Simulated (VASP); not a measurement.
Level of theory: LDA (Ceperley-Alder, Perdew-Zunger), VASP's LDA PAW potentials (set 64) (plane waves; VASP 6.6.1).

VASP input:

File POSCAR:
```
FeSe2
1.0
  4.7795900000   0.0000000000   0.0000000000
  0.0000000000   5.7562600000   0.0000000000
  0.0000000000   0.0000000000   3.5809000000
Fe Se
2 4
Cartesian
  0.0000000000   0.0000000000   0.0000000000
  2.3897950000   2.8781300000   1.7904500000
  1.0192953634   2.1284922602   0.0000000000
  3.7602946366   3.6277677398   0.0000000000
  3.4090903634   0.7496377398   1.7904500000
  1.3704996366   5.0066222602   1.7904500000
```

INCAR:
```
SYSTEM  =  FeSe2
PREC  =  Accurate; ENCUT  =  300; LREAL  =  .FALSE.
LASPH  =  .TRUE.
EDIFF  =  1E-6; NELM  =  100; ALGO  =  Normal
LMAXMIX  =  4
ISMEAR  =  -1; SIGMA  =  0.01
ISIF  =  2
LWAVE  =  .FALSE.; LCHARG  =  .FALSE.
```

### KPOINTS
```
Automatic mesh
0
Gamma
2 1 2
0 0 0
```

POTCAR, in this order: Fe Se (LDA.64 set). Program: vasp_std.

### Question
What will the output report for the number of irreducible k-points (NKPTS), largest plane-wave count, number of space-group operations, FFT grid (NGX, NGY, NGZ)?

### Answer

The number of irreducible k-points (NKPTS) is 4. The largest plane-wave count comes out as 1188, the number of space-group operations comes out as 8 and the FFT grid (NGX, NGY, NGZ) is 28 × 36 × 20.

The structure comes from a computed database's FeSe2 entry (Pnnm); how it stands against other phases isn't given here. The cell was not relaxed at this level. The k-mesh is coarse (spacing up to 1.09 per Å, 2π included), so the numbers may not be converged in it. The run is one of a series of settings (KPOINTS 2×1×2 Γ-centred mesh against the base run), some of them coarse on purpose. The run is not spin-polarised, so no magnetic state was tried.
